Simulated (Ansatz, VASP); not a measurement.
## Cross-check of SnSe2 between VASP and Ansatz

Wanted: the spread between two codes on one cell, functional and k mesh. The cell is taken from a series of VASP runs on this material, whose earlier steps may have relaxed, scaled or displaced it; both programs get it as it stands.

Program: Ansatz 0.2.0. Level of theory: plane waves, with VASP 6.6.1 beside it; relaxation of cell and atoms at PBEsol. Results are calculated unless marked as measured.

## 1. Starting point

It takes space group P-3m1 (No. 164, trigonal). Conventional cell: a = 3.811 Å, b = 3.811 Å, c = 6.141 Å, α = 90.00°, β = 90.00°, γ = 120.00°. Nearest to Sn lie 6 Se at 2.68 Å. Nearest to Se lie 3 Sn at 2.68 Å. Farther neighbours and most contacts between anions are not listed.

Coordinates:

```xyz
3
Lattice="3.8108 0.0000 0.0000 -1.9054 3.3002 0.0000 0.0000 0.0000 6.1410" Properties=species:S:1:pos:R:3 pbc="T T T"
Sn    0.0000    0.0000    0.0000
Se    1.9054    1.1001    4.6107
Se    0.0000    2.2002    1.5303
```

## 2. VASP: relaxation of cell and atoms, PBEsol

The relaxed volume is the usual yardstick between codes: its relative difference is about their pressure difference at one cell divided by the bulk modulus.

Lines of VASP's logs that name or quote its potential files are left out, and so is its time.

Contents of INCAR:

```
SYSTEM = SnSe2
PREC = Accurate
ENCUT = 450
EDIFF = 1E-07
NELM = 100
ISMEAR = 0
SIGMA = 0.03
LREAL = .FALSE.
ALGO = Normal
GGA = PS
NBANDS = 19
LORBIT = 11
LWAVE = .FALSE.
LCHARG = .FALSE.
KPAR = 4
IBRION = 2
NSW = 50
ISIF = 3
EDIFFG = -0.002
```

Contents of POSCAR:

```
SnSe2
1.0
    3.8108000000      0.0000000000      0.0000000000
   -1.9054000000      3.3002496087      0.0000000000
    0.0000000000      0.0000000000      6.1410000000
Sn Se
1 2
Direct
    0.0000000000      0.0000000000      0.0000000000
    0.6666666667      0.3333333333      0.7508000000
    0.3333333333      0.6666666667      0.2492000000
```

Contents of KPOINTS:

```
Automatic mesh
0
Gamma
10 10 6
0 0 0
```

PAW data sets: Sn_d and Se (PBE family, release 64).

Command:

```console
$ mpirun -np 4 vasp_std
```

Numbers of over 12 decimals in the logs are rounded to 6 here.

The program printed:

```text
[banner, memory and clock lines left out]
running    4 mpi-ranks, on    1 nodes
 distrk:  each k-point on    1 cores,    4 groups
 distr:  one band on    1 cores,    1 groups

 POSCAR found type information on POSCAR SnSe
 POSCAR found :  2 types and       3 ions
|                                                                             |
|               ----> ADVICE to this user running VASP <----                  |
|                                                                             |
|     You enforced a specific xc type in the INCAR file but a different       |
|     [... a line on the potential file left out ...]
|     I HOPE YOU KNOW WHAT YOU ARE DOING!                                     |
|                                                                             |

 LDA part: xc-table for (Slater+PW92), standard interpolation
 POSCAR, INCAR and KPOINTS ok, starting setup
 FFT: planning ... GRIDC
 FFT: planning ... GRID_SOFT
 FFT: planning ... GRID
 WAVECAR not read
 entering main loop
       N       E                     dE             d eps       ncg     rms          rms(c)
DAV:   1     0.190684738123E+03    0.19068E+03   -0.11464E+04  2775   0.141E+03
DAV:   2     0.740023742544E+01   -0.18328E+03   -0.17776E+03  3007   0.350E+02
DAV:   3    -0.125496273162E+02   -0.19950E+02   -0.19466E+02  3313   0.110E+02
DAV:   4    -0.132144412594E+02   -0.66481E+00   -0.66325E+00  3264   0.211E+01
DAV:   5    -0.132305686393E+02   -0.16127E-01   -0.16125E-01  3721   0.337E+00    0.519E+00
DAV:   6    -0.129774294602E+02    0.25314E+00   -0.47037E-01  4098   0.810E+00    0.328E+00
DAV:   7    -0.129470380902E+02    0.30391E-01   -0.16013E-01  3399   0.291E+00    0.881E-01
DAV:   8    -0.129448762556E+02    0.21618E-02   -0.12302E-02  3574   0.118E+00    0.265E-01
DAV:   9    -0.129449253043E+02   -0.49049E-04   -0.11944E-03  3024   0.259E-01    0.761E-02
DAV:  10    -0.129449296253E+02   -0.43210E-05   -0.91201E-05  3649   0.648E-02    0.282E-02
DAV:  11    -0.129449432317E+02   -0.13606E-04   -0.20459E-05  2946   0.268E-02    0.486E-03
DAV:  12    -0.129449437268E+02   -0.49508E-06   -0.12417E-06  3595   0.882E-03    0.448E-03
DAV:  13    -0.129449440135E+02   -0.28673E-06   -0.90961E-07  2976   0.573E-03    0.161E-03
DAV:  14    -0.129449440346E+02   -0.21043E-07   -0.35395E-08  2088   0.116E-03
   1 F= -.12944944E+02 E0= -.12944944E+02  d E =-.129449E+02
[... from here on, the cycles between the ionic steps are left out ...]
   2 F= -.12957415E+02 E0= -.12957415E+02  d E =-.124707E-01
   3 F= -.12976308E+02 E0= -.12976308E+02  d E =-.313644E-01
   7 F= -.12979871E+02 E0= -.12979871E+02  d E =-.119763E-03
   8 F= -.12979930E+02 E0= -.12979930E+02  d E =-.179153E-03
   9 F= -.12979975E+02 E0= -.12979975E+02  d E =-.450275E-04
  10 F= -.12980102E+02 E0= -.12980102E+02  d E =-.171935E-03
  11 F= -.12980335E+02 E0= -.12980335E+02  d E =-.404189E-03
  12 F= -.12980692E+02 E0= -.12980692E+02  d E =-.761773E-03
  13 F= -.12980964E+02 E0= -.12980964E+02  d E =-.103334E-02
  14 F= -.12981094E+02 E0= -.12981094E+02  d E =-.130650E-03
  15 F= -.12981103E+02 E0= -.12981103E+02  d E =-.139149E-03
  16 F= -.12981120E+02 E0= -.12981120E+02  d E =-.170614E-04
 trial-energy change:   -0.000017  1 .order   -0.000015   -0.000066    0.000036
 step:   0.7184(harm=  0.6943)  dis= 0.00038  next Energy=   -12.981126 (dE=-0.229E-04)
 bond charge predicted
       N       E                     dE             d eps       ncg     rms          rms(c)
DAV:   1    -0.129811967112E+02   -0.76719E-04   -0.16784E-03  3531   0.579E-01    0.464E-02
DAV:   2    -0.129811428255E+02    0.53886E-04   -0.10351E-04  3588   0.155E-01    0.214E-02
DAV:   3    -0.129811270825E+02    0.15743E-04   -0.47672E-05  3573   0.973E-02    0.472E-03
DAV:   4    -0.129811263964E+02    0.68617E-06   -0.26673E-06  2844   0.156E-02    0.241E-03
DAV:   5    -0.129811259748E+02    0.42160E-06   -0.12999E-07  2148   0.446E-03    0.922E-04
DAV:   6    -0.129811258794E+02    0.95373E-07   -0.41137E-08  1410   0.202E-03
  17 F= -.12981126E+02 E0= -.12981126E+02  d E =-.229229E-04
 curvature:  -0.49 expect dE=-0.314E-07 dE for cont linesearch -0.577E-08
 trial: gam= 0.01129 g(F)=  0.462E-11 g(S)=  0.634E-07 ort =-0.102E-05 (trialstep = 0.998E+00)
 search vector abs. value=  0.518E-07
 reached required accuracy - stopping structural energy minimisation
```

From OUTCAR (step 2):

```text
ion  position               nearest neighbor table
   1  0.000  0.000  0.000-   2 2.68   3 2.68   3 2.68   2 2.68   2 2.68   3 2.68
   2  0.667  0.333  0.751-   1 2.68   1 2.68   1 2.68
   3  0.333  0.667  0.249-   1 2.68   1 2.68   1 2.68

  LATTYP: Found a hexagonal cell.
 ALAT       =     3.8108000000
 C/A-ratio  =     1.6114726567

 Subroutine GETGRP returns: Found 12 space group operations
 (whereof 12 operations were pure point group operations)

The static configuration has the point symmetry D_3d.

 Found     72 irreducible k-points:

   k-points           NKPTS =     72   k-points in BZ     NKDIM =     72   number of bands    NBANDS=     19

   dimension x,y,z NGX =    28 NGY =   28 NGZ =   42
   dimension x,y,z NGXF=    56 NGYF=   56 NGZF=   84

   ENCUT  =  450.0 eV  33.07 Ry    5.75 a.u.   6.59  6.59 10.62*2*pi/ulx,y,z

   NELECT =      26.0000    total number of electrons

 k-points in reciprocal lattice and weights: Automatic mesh
   0.00000000  0.00000000  0.00000000       0.002
   0.10000000  0.00000000  0.00000000       0.010
   0.20000000  0.00000000  0.00000000       0.010
   0.30000000 -0.00000000  0.00000000       0.010
   0.40000000  0.00000000  0.00000000       0.010
   0.50000000  0.00000000  0.00000000       0.005
   0.10000000  0.10000000  0.00000000       0.010
   0.20000000  0.10000000  0.00000000       0.020
   0.30000000  0.10000000  0.00000000       0.020
[...]
0.40000000  0.20000000  0.50000000       0.010
   0.30000000  0.30000000  0.50000000       0.010

 average (electrostatic) potential at core
       1-102.5262       2 -53.3797       3 -53.3797

 E-fermi :   4.1861

 k-point     1 :       0.0000    0.0000    0.0000
  band No.  band energies     occupation
    ...
      9       3.4467      2.00000
     10       3.4467      2.00000
     11       3.6850      2.00000
     12       3.6850      2.00000
     13       3.9130      2.00000
     14       4.8806      0.00000
     15       6.9856      0.00000
     16       8.6055      0.00000
     17       8.6055      0.00000
     18      12.0106      0.00000
    ...

 k-point     2 :       0.1000    0.0000    0.0000
  band No.  band energies     occupation
    ...
      9       2.3425      2.00000
     10       3.0209      2.00000
     11       3.1184      2.00000
     12       3.8980      2.00000
     13       3.9988      2.00000
     14       5.7172      0.00000
     15       7.5244      0.00000
     16       8.2913      0.00000
     17       8.7780      0.00000
     18      11.8657      0.00000
    ...

 k-point     3 :       0.2000    0.0000    0.0000
  band No.  band energies     occupation
    ...
      9       0.9946      2.00000
     10       2.1170      2.00000
     11       2.4427      2.00000
     12       3.8869      2.00000
     13       3.9573      2.00000
     14       6.1383      0.00000
     15       7.6575      0.00000
     16       9.0208      0.00000
     17       9.0972      0.00000
     18      10.7666      0.00000
    ...

  Total        0.0009421      0.0009421     -0.0014724     -0.0000000      0.0000000      0.0000000
  in kB        0.0194183      0.0194183     -0.0303487     -0.0000000      0.0000000      0.0000000
  external PRESSURE =       0.0028293 kB  Pullay stress =       0.0000000 kB

  energy-cutoff  :      450.00
  volume of cell :       77.73
      direct lattice vectors                 reciprocal lattice vectors
     3.819972598  0.000000000 -0.000000000     0.261781983  0.151139898 -0.000000000
    -1.909986299  3.308193312  0.000000000    -0.000000000  0.302279796 -0.000000000
    -0.000000000  0.000000000  6.150915389     0.000000000 -0.000000000  0.162577427

 POSITION                                       TOTAL-FORCE (eV/Angst)
 -----------------------------------------------------------------------------------
      3.81997      0.00000     -0.00000         0.000000     -0.000000      0.000000
      1.90999      1.10273      4.56286         0.000000     -0.000000     -0.000007
     -0.00000      2.20546      1.58806        -0.000000      0.000000      0.000007
 -----------------------------------------------------------------------------------
    total drift:                                0.000000      0.000000     -0.000000

  FREE ENERGIE OF THE ION-ELECTRON SYSTEM (eV)
  ---------------------------------------------------
  free  energy   TOTEN  =       -12.9811258794 eV

  energy  without entropy=      -12.9811258794  energy(sigma->0) =      -12.98112588

 reached required accuracy - stopping structural energy minimisation

 total charge
# of ion       s       p       d       tot
------------------------------------------
    1        1.062   1.026  10.098  12.186
    2        1.488   2.289   0.028   3.805
    3        1.488   2.289   0.028   3.805
--------------------------------------------------
tot          4.038   5.605  10.154  19.796

[... 3 further parts left out ...]
```

CONTCAR:

```
SnSe2
   1.00000000000000
     3.8199725981236745    0.0000000000000000   -0.0000000000000000
    -1.9099862990618373    3.3081933116935254    0.0000000000000000
    -0.0000000000000001    0.0000000000000004    6.1509153885568857
  Sn              Se
     1     2
Direct
     1.0000000000000000    0.0000000000000000    0.0000000000000000
     0.6666666667000030    0.3333333332999970    0.7418174022671749
     0.3333333332999970    0.6666666667000030    0.2581825977328253
```

The run keeps the 12 symmetry operations of its start, so it cannot find a distortion of lower symmetry.

## 3. Ansatz: relaxation of cell and atoms, PBEsol

Ansatz runs on its default PAW (the set named soft_2) files.

The same cell, functional, mesh and smearing now go to Ansatz, which takes its cutoff from its data sets.

Contents of input.yaml:

```yaml
crystal:
  lattice:
    - [3.8108, 0.0, 0.0]
    - [-1.9054, 3.3002496087, 0.0]
    - [0.0, 0.0, 6.141]
  atoms:
    - { symbol: Sn, position: [0.0, 0.0, 0.0] }
    - { symbol: Se, position: [0.6666666667, 0.3333333333, 0.7508] }
    - { symbol: Se, position: [0.3333333333, 0.6666666667, 0.2492] }
hamiltonian:
  xc: pbesol
  pseudopotentials: { kind: paw }
kpoints:
  mp_grid: { grid: [10, 10, 6] }
scf:
  occupations: { method: gaussian, width: 0.03 }
relax:
  f_tol: 0.01
  max_steps: 60
  cell: { stress_tol: 0.05 }
output:
  forces: true
  stress: true
```

Command:

```console
$ ansatz run input.yaml --threads 4 --pin off --max-ram 9216MiB --backend cpu --events-out ev --progress --plain --runs-dir out
```

The program printed:

```text
Engine: ansatz 0.2.0, aarch64-unknown-linux-gnu
Pseudopotentials: kind: paw
Pseudopotential: Sn, paw, valence charge 14, recommended cutoff 420 eV (normal), Sn.paw.azcp
Pseudopotential: Se, paw, valence charge 16, recommended cutoff 420 eV (normal), Se.paw.azcp
Functional definition: PBEsol
  exchange = pbesol_x
  correlation = pbesol_c
Crystal: 3 atoms, lattice volume = 77.233 Å³
Basis set: ecut = 420 eV, 1509 PW (Γ), exchange–correlation on 54×54×90 points (8 copies of the dense FFT grid, shifted against one another)
Bands: 28, of which v1, the nominal top of the filled ones, is band 23 counted from 1 (22 counted from 0)
Symmetry: 12 space group operations
Space group: P-3m1 (ITA 164), of the structure as read, at distance tolerance 4.3e-5 Å
k-points: 72 of 600
Non-local potential: Sn, projectors of the file, l = 0: 2, l = 1: 2, l = 2: 2, l = 3: 2
Non-local potential: Se, projectors of the file, l = 0: 2, l = 1: 2, l = 2: 3, l = 3: 1
PAW form: soft (Blöchl's): semilocal exchange-correlation on the pseudo side does not see the compensation charge
PAW frozen core: Sn, regenerated for the run's functional, and the local potential with it (the file was generated under x = pbe(κ = 0.804, μ = 0.219515), c = pbe(β = 0.066725))
PAW frozen core: Se, regenerated for the run's functional, and the local potential with it (the file was generated under x = pbe(κ = 0.804, μ = 0.219515), c = pbe(β = 0.066725))
PAW one-centre angular grid: Sn, 590 points (default); XC on 64 Gauss nodes
PAW one-centre angular grid: Se, 590 points (default); XC on 64 Gauss nodes
Initial density: superposition of atomic densities (neutral atoms: chi_scale 0, normalization atom), corrected by the library's trained network
Initial wavefunctions: pseudopotential atomic-orbital guess
Functional: x = pbesol(κ = 0.804, μ = 0.123457), c = pbesol(β = 0.046)
SCF iter   1: F=—  HF=-16799.190301 eV  |F-HF|=—  |Δ(HF+E_count)|=         —  Δρ=2.26e-3  dr2=3.73e-3  ethr=1.77e-3  ⟨swp⟩=6.6  Hψ=9009  notcnv=0
preconditioner: auto → Resta (q_TF=auto, 2.503 Å⁻¹)  ε∞=2.8  [insulator: Δε(μ)=0.659 eV  Ē_g=16.127 eV  σ=0.030 eV  W_gap=1.00  n_scr=22 (ndim 8)  ℏωp=21.5 eV  f_vac=0.080  D(μ)=0.00/eV (n_scr^D=0)  ε∞_Penn≈2.8]
SCF iter   2: F=—  HF=-16799.187271 eV  |F-HF|=—  |Δ(HF+E_count)|=   3.03e-3  Δρ=1.12e-3  dr2=8.60e-4  ethr=8.10e-6  ⟨swp⟩=3.0  Hψ=4539  notcnv=0  defer=72
SCF iter   3: F=—  HF=-16799.187230 eV  |F-HF|=—  |Δ(HF+E_count)|=   4.05e-5  Δρ=3.33e-4  dr2=7.10e-5  ethr=1.87e-6  ⟨swp⟩=2.0  Hψ=2880  notcnv=0  defer=72
SCF iter   4: F=—  HF=-16799.187248 eV  |F-HF|=—  |Δ(HF+E_count)|=   1.75e-5  Δρ=1.22e-4  dr2=1.20e-5  ethr=1.54e-7  ⟨swp⟩=2.0  Hψ=2869  notcnv=0  defer=72
SCF iter   5: F=—  HF=-16799.187256 eV  |F-HF|=—  |Δ(HF+E_count)|=   8.48e-6  Δρ=2.55e-5  dr2=8.50e-7  ethr=2.61e-8  ⟨swp⟩=2.0  Hψ=2401  notcnv=0  defer=72
SCF iter   6: F=—  HF=-16799.187257 eV  |F-HF|=—  |Δ(HF+E_count)|=   6.25e-7  Δρ=9.92e-6  dr2=1.05e-7  ethr=1.85e-9  ⟨swp⟩=2.0  Hψ=2514  notcnv=0  defer=72
SCF iter   7: F=-16799.187257 eV  HF=-16799.187257 eV  |F-HF|=1.54e-8  |Δ(HF+E_count)|=   1.89e-7  Δρ=2.56e-6  dr2=6.89e-9  ethr=2.17e-10  ⟨swp⟩=4.1  Hψ=6304  notcnv=0
SCF 1 converged in 7 iterations: F = -16799.187257 eV  dr2 = 6.89e-9
  greatest PAW one-centre occupation: 1.000 electrons in one spin orbital (limit 2), on the Se atom at site 2 (counted from 0), in its partial waves of l = 2
relax step   1: F+E_penalty+E_count = -16799.18725707 eV  Δ(F+E_penalty+E_count) = +0.000e0 eV  max|allowed force component| = 5.776e-1 eV/Å  Δτ_max = 0.0000 Å  P = +2.402 GPa  Ω = 77.233 Å³  (7 SCF iters, dr2 threshold 1.00e-7 eV, accepted)
[...]
relax step   2: F+E_penalty+E_count = -16799.05265222 eV  Δ(F+E_penalty+E_count) = +1.346e-1 eV  max|allowed force component| = 1.048e0 eV/Å  Δτ_max = 0.1930 Å  P = -2.845 GPa  Ω = 76.125 Å³  energy of the carried Pulay correction = +2.860e-4 eV  (6 SCF iters, dr2 threshold 3.00e-7 eV, rejected (line search))
[...]
relax step   3: F+E_penalty+E_count = -16799.21964888 eV  Δ(F+E_penalty+E_count) = -3.239e-2 eV  max|allowed force component| = 8.888e-2 eV/Å  Δτ_max = 0.0669 Å  P = -0.339 GPa  Ω = 77.527 Å³  energy of the carried Pulay correction = -7.537e-5 eV  (10 SCF iters, accepted)
[...]
relax step   4: F+E_penalty+E_count = -16799.22052558 eV  Δ(F+E_penalty+E_count) = -8.767e-4 eV  max|allowed force component| = 4.861e-3 eV/Å  Δτ_max = 0.0137 Å  P = -0.035 GPa  Ω = 77.720 Å³  energy of the carried Pulay correction = -1.245e-4 eV  (5 SCF iters, dr2 threshold 3.00e-7 eV, accepted)
[...]
relax step   5: F+E_penalty+E_count = -16799.22063662 eV  Δ(F+E_penalty+E_count) = -1.110e-4 eV  max|allowed force component| = 4.977e-3 eV/Å  Δτ_max = 0.0000 Å  P = -0.038 GPa  Ω = 77.720 Å³  stress off target by 4.39e-2 GPa  SCF on the basis re-selected at this cell (its energy is not comparable with the rows above)  (7 SCF iters)
basis re-selected at this cell: Δ(F+E_penalty+E_count) = -1.110e-4 eV, ΔP = -0.003 GPa vs the last step (what re-selecting the basis moved, of the pressure what is left beyond the Pulay correction that the steps carried, after the strain that the cell walked since its last selection, with what the two solves' SCF thresholds leave and, on support functions, any second-order correction that the steps lacked; it is no m [...]
SCF converged after 7 iterations
Free energy (F): -16799.220637 eV
Harris-Foulkes:  -16799.220637 eV  (|F-HF|=7.28e-12)
Internal energy: -16799.220637 eV  (E = F + TS)
E sigma→0 (E₀):  -16799.220637 eV
Fermi energy:    8.211397 eV
--- Per-component energies (eV) ---
  E_band       = -867.074855
  E_kinetic    = 424.795336
  E_local      = -6003.776537  (includes V_loc(G=0)·N_el)
  E_nonlocal   = -1214.412229
  E_hartree    = 3072.184202
  E_xc         = -584.534671
  E_vxc        = -291.692913  (∫ρ·V_xc dr)
  E_paw        = -7805.399814  (= ΣΔE_a)
  E_vpaw       = 73.644181  (= ΣTr[D̂ρ^β])
  E_aug_tail   = -0.001217  (compensation charges beyond the density's cutoff)
  E_ewald      = -4690.377448
  E_core_change = 2.301741  (= ΣΔE_core)
  E_smearing   = -0.000000  (= −TS)
  E_closure    = 0.000000  (closes the sum)
  Σ components = -16799.220637   (vs F -16799.220637, Δ=0.00e0)
--- Forces (eV/Å), atoms counted from 1 ---
  atom   1  Sn     0.00000000    -0.00000000    -0.00000000
  atom   2  Se     0.00000000     0.00000000     0.00497655
  atom   3  Se     0.00000000    -0.00000000    -0.00497655
  max |Σ_I F_I| component: 3.16e-30 eV/Å
--- Stress (GPa, compression-positive) ---
       -0.043864       0.000000       0.000000
       -0.000000      -0.043864      -0.000000
        0.000000      -0.000000      -0.025871
  P = ⅓ Tr σ = -0.0379 GPa (-0.379 kbar)
--- Relaxed structure (4 steps of the walk, 3 accepted, 1 SCFs on fresh bases) ---
  F+E_penalty+E_count = -16799.22063662 eV   max|allowed force component| = 4.977e-3 eV/Å   (the final SCF, on the basis selected at the relaxed cell)
  cell:  # Å, volume = 77.7203 Å³
    - [3.819107, 0.0, 0.0]
    - [-1.909553, 3.307444, 0]
    - [0.0, 0, 6.152906]
  atoms:
    - { symbol: Sn, position: [0, 0, 0] }
    - { symbol: Se, position: [0.666667, 0.333333, 0.742136] }
    - { symbol: Se, position: [0.333333, 0.666667, 0.257864] }
```

It took 19 s on 4 threads of Arm Neoverse N1, shared host; peak memory 0.46 GiB; 71 s of CPU time.

## 4. Side by side

Known differences besides the potentials themselves: both relaxations stop at a tolerance, which leaves soft axes loose, and VASP keeps its plane-wave basis; the data sets hold 46 valence electrons in Ansatz (default PAW (the set named soft_2) files) and 26 in VASP; the cutoff is 420 eV in Ansatz and 450 eV in VASP; Ansatz makes its cores anew for this functional, VASP keeps those of its PBE data sets; VASP leaves aspherical gradient terms in its spheres out (LASPH is not set), Ansatz keeps them; Ansatz adds a Pulay correction to the stress that steers its cell, VASP none. Total energies have different zeros and are not compared.

The two programs side by side:

| quantity | Ansatz | VASP | difference |
| --- | --- | --- | --- |
| volume (Å³) | 77.72 | 77.73 | -0.01 % |
| edge a after relaxation, in the typed setting (Å) | 3.819 | 3.820 | -0.02 % |
| edge c after relaxation, in the typed setting (Å) | 6.153 | 6.151 | +0.03 % |

The walks stopped with -0.04 GPa left in Ansatz and 0.00 GPa in VASP; each walk ends within a tolerance, so the volume difference is uncertain by about these residues over the bulk modulus, most in soft cells.

## 5. What came out

```json
{"difference in edge c after relaxation, in the typed setting (relaxation of cell and atoms, PBEsol)": "0.033 %"}
```

**Reading.** The difference in edge c after relaxation, in the typed setting is 0.033 % (relaxation of cell and atoms, PBEsol), within the 1.2 % picked in this series as the mark of a large difference, as far as the stopping tolerances let one tell. Such differences can come from data sets, numerical settings and the points named under the comparisons, not from the functional's error against experiment.

[Lines on the potential files, build, host, timing and source positions are cut from VASP's logs without a mark.]

[Logs are printed without paths, hosts, clocks, repeated set-up lines and the standing remarks that a program may print on its own settings, such as how far it seeks lower states.]

[Hosts, paths, dates, database ids (printed as entryN), source tags and the programs' standing remarks are cut or masked in the printed files.]
